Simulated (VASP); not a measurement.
Input:

```
CELL_PARAMETERS angstrom
      3.65872     0.00000     0.00000
      0.00000     3.65872     0.00000
      0.00000     0.00000     3.65872
ATOMIC_POSITIONS crystal
  Sr 0.00000 0.00000 0.00000
  Te 0.50000 0.50000 0.50000
```

Calculation: PBEsol GGA, VASP's PBE PAW potentials (set 64) (plane waves; VASP 6.6.1). Settings: 500 eV cut-off, 10×10×10 Γ-centred mesh, first-order Methfessel-Paxton smearing of 0.10 eV, potentials Sr_sv Te.

Unless said otherwise, spin-orbit coupling is left out, though it shifts the bands of the heavy elements here.

Task: What does the run give for the energy per atom (σ→0), pressure, band gap (on the k-mesh) with the smallest direct gap where there is one?

Result: 
* **band gap (on the k-mesh)**: none (metal, semimetal or under 0.01 eV)
* **energy per atom (σ→0)**: -3.813 eV/atom
* **pressure**: 20.01 GPa

The structure was generated: SrTe was put into the CsCl type type (Pm-3m), which need not be its known phase. It was relaxed first under an external pressure of 20 GPa.
